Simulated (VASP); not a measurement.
Here is the system:

```xyz
1
Lattice="-1.6438 1.6438 1.6438 1.6438 -1.6438 1.6438 1.6438 1.6438 -1.6438" Properties=species:S:1:pos:R:3 pbc="T T T"
Ta     0.0000     0.0000     0.0000
```

Computed with PBE GGA with D3 dispersion (Becke-Johnson damping), VASP's PBE PAW potentials (set 64) (plane waves; VASP). Numerical set-up: 520 eV cut-off, 16×16×16 Γ-centred mesh, first-order Methfessel-Paxton smearing of 0.10 eV, potentials Ta_pv.

Unless said otherwise, spin-orbit coupling is left out, though it shifts the bands of the heavy elements here.

What does the run give for the energy per atom (σ→0), band gap (on the k-mesh) with the smallest direct gap where there is one?

The band gap (on the k-mesh) comes out as none (metal, semimetal or under 0.01 eV). The energy per atom (σ→0) comes out as -1203.2 kJ/mol of atoms.

Total energies compare only between runs with the same potentials, cut-off and functional.

The compound is Ta in the bcc structure. It was relaxed first.
